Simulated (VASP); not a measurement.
Output of a VASP run:

OSZICAR:
```
...
DAV:   7    -0.380419090661E+02    0.97413E+00   -0.65015E-01   828   0.714E+00    0.290E+00
DAV:   8    -0.384533844601E+02   -0.41148E+00   -0.96103E-01   864   0.817E+00    0.178E+00
DAV:   9    -0.384331200622E+02    0.20264E-01   -0.25311E-01   800   0.520E+00    0.469E-01
DAV:  10    -0.386325222492E+02   -0.19940E+00   -0.78478E-02   784   0.316E+00    0.410E-01
DAV:  11    -0.386336184078E+02   -0.10962E-02   -0.39622E-03   884   0.635E-01    0.178E-01
DAV:  12    -0.386401532265E+02   -0.65348E-02   -0.54353E-03   768   0.938E-01    0.518E-02
DAV:  13    -0.386410328408E+02   -0.87961E-03   -0.68813E-04   836   0.330E-01    0.541E-02
DAV:  14    -0.386407076947E+02    0.32515E-03   -0.67766E-05   860   0.103E-01    0.436E-02
DAV:  15    -0.386412877409E+02   -0.58005E-03   -0.34688E-04   760   0.227E-01    0.228E-02
DAV:  16    -0.386413196910E+02   -0.31950E-04   -0.11070E-05   844   0.466E-02    0.126E-02
DAV:  17    -0.386413196780E+02    0.13002E-07   -0.56932E-07   872   0.907E-03
   1 F= -.38125611E+02 E0= -.38125611E+02  d E =-.381256E+02
       N       E                     dE             d eps       ncg     rms          rms(c)
DAV:   1    -0.386311062516E+02    0.10213E-01   -0.16625E-01   828   0.379E+00    0.532E-01
DAV:   2    -0.386305650350E+02    0.54122E-03   -0.69856E-03   864   0.709E-01    0.279E-01
DAV:   3    -0.386298786937E+02    0.68634E-03   -0.20848E-03   828   0.344E-01    0.562E-02
DAV:   4    -0.386298644891E+02    0.14205E-04   -0.59051E-04   768   0.269E-01    0.363E-02
DAV:   5    -0.386300205214E+02   -0.15603E-03   -0.21810E-04   748   0.172E-01    0.298E-02
DAV:   6    -0.386299645946E+02    0.55927E-04   -0.10503E-04   772   0.126E-01    0.132E-02
DAV:   7    -0.386300664639E+02   -0.10187E-03   -0.37316E-05   788   0.750E-02    0.292E-03
DAV:   8    -0.386300669026E+02   -0.43871E-06   -0.25485E-06   848   0.213E-02    0.142E-03
DAV:   9    -0.386300675880E+02   -0.68545E-06   -0.73231E-08   552   0.302E-03    0.116E-03
DAV:  10    -0.386300672080E+02    0.38005E-06   -0.24227E-08   416   0.151E-03    0.229E-04
DAV:  11    -0.386300676745E+02   -0.46649E-06   -0.20638E-08   408   0.194E-03    0.195E-04
DAV:  12    -0.386300675853E+02    0.89125E-07   -0.17426E-09   408   0.421E-04
   2 F= -.38124678E+02 E0= -.38124678E+02  d E =0.933511E-03
       N       E                     dE             d eps       ncg     rms          rms(c)
DAV:   1    -0.386394220818E+02   -0.93544E-02   -0.47452E-02   828   0.201E+00    0.285E-01
DAV:   2    -0.386392951134E+02    0.12697E-03   -0.19730E-03   860   0.378E-01    0.150E-01
DAV:   3    -0.386390816984E+02    0.21342E-03   -0.61450E-04   824   0.188E-01    0.302E-02
DAV:   4    -0.386390878882E+02   -0.61898E-05   -0.18088E-04   756   0.149E-01    0.194E-02
DAV:   5    -0.386391233835E+02   -0.35495E-04   -0.65012E-05   748   0.940E-02    0.157E-02
DAV:   6    -0.386391161115E+02    0.72720E-05   -0.30383E-05   768   0.694E-02    0.706E-03
DAV:   7    -0.386391348266E+02   -0.18715E-04   -0.11036E-05   776   0.423E-02    0.167E-03
DAV:   8    -0.386391390347E+02   -0.42081E-05   -0.84340E-07   824   0.124E-02    0.781E-04
DAV:   9    -0.386391386579E+02    0.37676E-06   -0.28579E-08   436   0.193E-03    0.641E-04
DAV:  10    -0.386391388129E+02   -0.15495E-06   -0.67424E-09   396   0.829E-04    0.177E-04
DAV:  11    -0.386391385955E+02    0.21739E-06   -0.71189E-09   396   0.115E-03    0.124E-04
DAV:  12    -0.386391386534E+02   -0.57873E-07   -0.81090E-10   396   0.284E-04
   3 F= -.38128232E+02 E0= -.38128232E+02  d E =-.262146E-02
```

**OUTCAR**
```
------------------------ aborting loop because EDIFF is reached ----------------------------------------
  FORCE on cell =-STRESS in cart. coord.  units (eV):
  Direction    XX          YY          ZZ          XY          YZ          ZX
  --------------------------------------------------------------------------------------
  Total        0.5176863      0.5176862      0.4972583      0.0000000      0.0000000      0.0000000
  in kB       20.2654146     20.2654109     19.4657395      0.0000000      0.0000000      0.0000000
  external PRESSURE =      -0.0011450 kB  Pullay stress =      20.0000000 kB
  volume of cell :       40.93
      direct lattice vectors                 reciprocal lattice vectors
     1.532446273 -2.654274564  0.000000000     0.326275713 -0.188375388  0.000000000
     1.532446273  2.654274564 -0.000000000     0.326275713  0.188375388 -0.000000000
     0.000000000  0.000000000  5.031073086     0.000000000  0.000000000  0.198764753
  FREE ENERGIE OF THE ION-ELECTRON SYSTEM (eV)
  ---------------------------------------------------
  free  energy   TOTEN  =       -38.6391386534 eV

  energy  without entropy=      -38.6391386533  energy(sigma->0) =      -38.63913865
  enthalpy is  TOTEN    =       -38.1282324948 eV   P V=        0.5109061586

 reached required accuracy - stopping structural energy minimisation
```
(Selected blocks of OUTCAR.)

POSCAR:
```
SiC
1
    1.5371876964    -2.6624869487     0.0000000000
    1.5371876964     2.6624869487     0.0000000000
    0.0000000000     0.0000000000     5.0470849236
Si C
2 2
Direct
  0.6666670000   0.3333330000   0.4996030278
  0.3333330000   0.6666670000   0.9996030278
  0.6666670000   0.3333330000   0.8753969722
  0.3333330000   0.6666670000   0.3753969722
```

**Question.** Reconstruct the remaining input files.

**Answer.** This is not unique; one that fits is the input of the run itself, r2SCAN meta-GGA, plane waves, VASP's PBE PAW potentials (set 64).

### INCAR
```
LREAL=.False.   # projection in real space or not
ENCUT=600   # plane-wave cut-off (eV)
EDIFFG=-0.01
IBRION=2   # conjugate gradients
SYSTEM=SiC
METAGGA=R2SCAN
LWAVE=.False.
LCHARG=.False.
LASPH=.True.
PSTRESS=20   # kbar
NELM=100
SIGMA=0.05
ALGO=Normal
EDIFF=1E-7
ISMEAR=0   # Gaussian
LMIXTAU=.True.
ISIF=3   # ions, shape and volume
PREC=Accurate
NSW=40   # most ionic steps
```

### KPOINTS
```
kpoints
0
G
8 8 4
```

POTCAR, in this order: Si C (PBE.64 set). Program: vasp_std.

The compound is SiC in the wurtzite structure, the rare 2H polytype. This run relaxes it under an external pressure of 2 GPa. Symmetry was kept, so distortions that lower it aren't found.
